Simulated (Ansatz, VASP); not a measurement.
# BaIBr: VASP beside Ansatz

INCAR

```
SYSTEM = BaIBr
PREC     = Accurate       ! precision mode
ENCUT    = 520            ! plane-wave cutoff, eV
EDIFF    = 1E-6           ! SCF threshold, eV
ISMEAR   = 0              ! smearing method
SIGMA    = 0.1            ! smearing width, eV
LREAL    = .FALSE.        ! projectors in reciprocal space
LASPH    = .TRUE.         ! aspherical terms in the spheres
NELM     = 100            ! most SCF steps
ALGO     = Fast           ! electronic algorithm
ISIF     = 2              ! what is computed and relaxed
LWAVE    = .FALSE.        ! write WAVECAR
LCHARG   = .FALSE.        ! write CHGCAR
LDIPOL   = .TRUE.       
IDIPOL   = 3            
DIPOL    = 0.5 0.5 0.502
GGA      = PE             ! functional
NBANDS   = 19             ! bands
```

The input KPOINTS:

```
Automatic mesh
0
G
  4 4 1
  0 0 0
```

POSCAR

```
BaIBr
1.0
    3.8760495400      0.0000000000      0.0000000000
    0.0000000000      3.8760495400      0.0000000000
    0.0000000000      0.0000000000     18.0000000000
Ba I Br
1 1 1
Direct
    0.0000000000      0.0000000000      0.5063333300
    0.5000000000      0.5000000000      0.3991358000
    0.5000000000      0.5000000000      0.6008642000
```

Input for Ansatz:

```yaml
crystal:
  lattice:
    - [3.87604954, 0.0, 0.0]
    - [0.0, 3.87604954, 0.0]
    - [0.0, 0.0, 18.0]
  atoms:
    - { symbol: Ba, position: [0.0, 0.0, 0.50633333] }
    - { symbol: I, position: [0.5, 0.5, 0.3991358] }
    - { symbol: Br, position: [0.5, 0.5, 0.6008642] }
  periodic: [true, true, false]
basis:
  ecutwfc: 420
kpoints:
  mp_grid: { grid: [4, 4, 1] }
hamiltonian:
  xc: pbe
scf:
  occupations: { method: gaussian, width: 0.1 }
  lower_state_search: "off"
output:
  forces: true
  stress: true
  eigenvalues: true
```

Alike in both runs: task single point; functional PBE; k mesh 4 × 4 × 1; occupations gaussian, width 0.1 eV; no spin polarisation.

```csv
,VASP,Ansatz
version,VASP 6.6.1,Ansatz 0.2.0
potentials or method,"VASP PAW PBE potentials, release 64 (Ba_sv, I, Br)","scalar-relativistic, plane waves, PAW"
plane-wave cutoff (eV),520,420
valence electrons in the cell,24,34
```

```csv
,VASP,Ansatz,Ansatz less VASP
gap on the k mesh at the Fermi level (eV),1.76,1.87,+0.107
least direct gap on the mesh (eV),1.94,2.03,+0.082
rms of the force components (eV/Å),0.449,0.404,-0.0455
```

Atom by atom the forces differ by 0.047 eV/Å (rms over components). The two sets of potentials don't hold the same shells in valence. Ansatz warned: «slab_cell_height_set».

Caveats: spin-orbit coupling is left out, which moves the levels of the heavy elements. A hybrid or GW would open this gap; PBE tends to underestimate it.
